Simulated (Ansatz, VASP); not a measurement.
# HfAlB4 in VASP and in Ansatz

```
Hf Al B
1.0
     3.05251    0.00000    0.00000
    -1.52626    2.64355    0.00000
     0.00000    0.00000    6.91796
Hf Al B
1 1 4
Direct
  0.00000 0.00000 0.00000
  0.00000 0.00000 0.50000
  0.33333 0.66667 0.26455
  0.33333 0.66667 0.73545
  0.66667 0.33333 0.26455
  0.66667 0.33333 0.73545
```

Alike in both runs: functional PBE; k mesh 15 × 15 × 6; occupations gaussian, width 0.1 eV; no spin polarisation.

Ansatz relaxed the structure, and its values are those at the end. VASP's run is a single point on that final structure, the one shown.

|  | VASP | Ansatz |
| --- | --- | --- |
| version | VASP 6.6.1 | Ansatz 0.2.0 |
| potentials or method | VASP PAW PBE potentials, release 64 (Hf_pv, Al, B) | scalar-relativistic, plane waves, PAW |
| plane-wave cutoff (eV) | 520 | 420 |
| valence electrons in the cell | 25 | 41 |

```tsv
	VASP	Ansatz	Ansatz less VASP
gap on the k mesh at the Fermi level (eV)	none	none	-
pressure (GPa)	-0.3	0.0	+0.31
rms of the force components (eV/Å)	0.007	0.000	-0.0066
```

A gap of «none» marks a metal or a gap that the smearing closes. The functional is the same, so the differences come from potentials, cutoffs and numerics. The two sets of potentials don't hold the same shells in valence.

The runs have no spin-orbit coupling, so splittings on Hf are missing.
